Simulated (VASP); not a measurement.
Data:

```
CELL_PARAMETERS angstrom
      0.00000     2.63042     2.63042
      2.63042     0.00000     2.63042
      2.63042     2.63042     0.00000
ATOMIC_POSITIONS crystal
  Mg 0.00000 0.00000 0.00000
  S  0.50000 0.50000 0.50000
```

Computed with revPBE GGA, VASP's PBE PAW potentials (set 64) (plane waves; VASP 6.6.1). Run with 520 eV cut-off, 10×10×10 Γ-centred mesh, tetrahedra with Blöchl corrections, potentials Mg S.

Question: Predict the energy per atom (σ→0), band gap (on the k-mesh) with the smallest direct gap where there is one.

Answer: 
The band gap (on the k-mesh) is 2.82 eV and the smallest direct gap (on the k-mesh) comes out as 3.58 eV. The energy per atom (σ→0) is -4.017 eV/atom.

The compound is MgS in the rock salt structure. It was relaxed first.
